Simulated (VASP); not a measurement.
The input files of a VASP run:

INCAR:
```
! general
SYSTEM   =  CdS
PREC     =  Accurate
ENCUT    =  300   ! plane-wave cut-off (eV)
LREAL    =  F   ! projection in real space or not
LASPH    =  T   ! aspherical one-centre terms

! electronic loop
EDIFF    =  1E-6   ! SCF stop (eV)
NELM     =  100
ALGO     =  Normal   ! blocked Davidson
LMAXMIX  =  4

! smearing
ISMEAR   =  0
SIGMA    =  0.272

! functional
GGA      =  PE   ! PBE

! ions
ISIF     =  2

! output
LWAVE    =  F
LCHARG   =  F
```

File POSCAR:
```
CdS
1.0
  4.3490200000   0.0000000000   0.0000000000
 -2.1745100000   3.7663610000   0.0000000000
  0.0000000000   0.0000000000  19.4574980000
Cd S
2 2
direct
  0.6666670000   0.3333330000   0.4253430000
  0.6666670000   0.3333330000   0.5746570000
  0.3333330000   0.6666670000   0.3597580000
  0.3333330000   0.6666670000   0.6402420000
```

KPOINTS:
```
Automatic mesh
0
gamma
 7 7 1
```

POTCAR, in this order: Cd S (PBE.64 set). Program: vasp_std.

Task: Write an equivalent input for Quantum ESPRESSO's pw.x.

Result: One equivalent input (not run):
```
&CONTROL
  calculation = 'scf'
  pseudo_dir = './pseudo'
  outdir = './out'
  tprnfor = .true.
  tstress = .true.
/
&SYSTEM
  ibrav = 0
  nat = 4
  ntyp = 2
  ecutwfc = 102
  occupations = 'smearing'
  smearing = 'gaussian'
  degauss = 0.01999
  input_dft = 'pbe'
/
&ELECTRONS
  conv_thr = 7.3e-08
  electron_maxstep = 100
/
ATOMIC_SPECIES
  Cd 112.414 Cd.upf
  S 32.060 S.upf
CELL_PARAMETERS angstrom
     4.3490200    0.0000000    0.0000000
    -2.1745100    3.7663610    0.0000000
     0.0000000    0.0000000   19.4574980
ATOMIC_POSITIONS crystal
  Cd   0.6666670  0.3333330  0.4253430
  Cd   0.6666670  0.3333330  0.5746570
  S    0.3333330  0.6666670  0.3597580
  S    0.3333330  0.6666670  0.6402420
K_POINTS automatic
  7 7 1 0 0 0
```
What does not carry over: the potentials are each code's own (VASP's PAW set, PseudoDojo norm-conserving files in pw.x), so ENCUT and ecutwfc are chosen apart and not converted; conv_thr bounds pw.x's estimated SCF error, while EDIFF bounds the energy change between steps.

The cell is a sheet with vacuum, built from a generated structure.
